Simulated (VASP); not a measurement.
VASP input:

**KPOINTS**
```
K-points
0
gamma
7 7 7
0 0 0
```

INCAR:
```
SYSTEM = Li3Pb
PREC = Accurate; ENCUT = 520; LREAL = .FALSE.
LASPH = .TRUE.
EDIFF = 1E-6; NELM = 100; ALGO = Normal
LMAXMIX = 4; LMIXTAU = .TRUE.
ISMEAR = 1; SIGMA = 0.1
METAGGA = R2SCAN
IBRION = 2; NSW = 60; ISIF = 3
EDIFFG = -0.02
LWAVE = .FALSE.; LCHARG = .FALSE.
```

**POSCAR**
```
Li3Pb
1.0
  0.0000000000   3.2976732252   3.2976732252
  3.2976732252   0.0000000000   3.2976732252
  3.2976732252   3.2976732252   0.0000000000
Pb Li
1 3
Cart
  0.0000000000   0.0000000000   0.0000000000
  3.2976732252   3.2976732252   3.2976732252
  1.6488366126   1.6488366126   1.6488366126
  4.9465098378   4.9465098378   4.9465098378
```

POTCAR, in this order: Pb_d Li_sv (PBE.64 set). Program: vasp_std.

Q: Write an equivalent input for Ansatz.

A: One equivalent input (not run):
Ansatz 0.2 input:
```yaml
crystal:
  lattice:
    - [0.0000000, 3.2976732, 3.2976732]
    - [3.2976732, 0.0000000, 3.2976732]
    - [3.2976732, 3.2976732, 0.0000000]
  atoms:
    - { symbol: Pb, position: [0.0000000, 0.0000000, 0.0000000] }
    - { symbol: Li, position: [0.5000000, 0.5000000, 0.5000000] }
    - { symbol: Li, position: [0.2500000, 0.2500000, 0.2500000] }
    - { symbol: Li, position: [0.7500000, 0.7500000, 0.7500000] }
kpoints:
  mp_grid: { grid: [7, 7, 7] }
hamiltonian:
  xc: r2scan
  pseudopotentials: { kind: paw }
scf:
  occupations: { method: methfessel_paxton, width: 0.1 }
  max_iter: 100
relax:
  max_steps: 60
  f_tol: 0.02
  cell: {}
output: { forces: true, stress: true, eigenvalues: true }
```
What does not carry over: each code has its own PAW files, so the cut-off isn't converted (ENCUT is set for VASP's; basis.ecutwfc is left out, and Ansatz then takes the one that its files recommend); Ansatz stops its SCF on the density residual and VASP on the energy change (EDIFF).

The structure comes from a measured Li3Pb entry (Fm-3m) of the Crystallography Open Database, whose conditions weren't checked. This run relaxes it. Symmetry was kept, so distortions that lower it aren't found. The start is the result of an earlier pass.
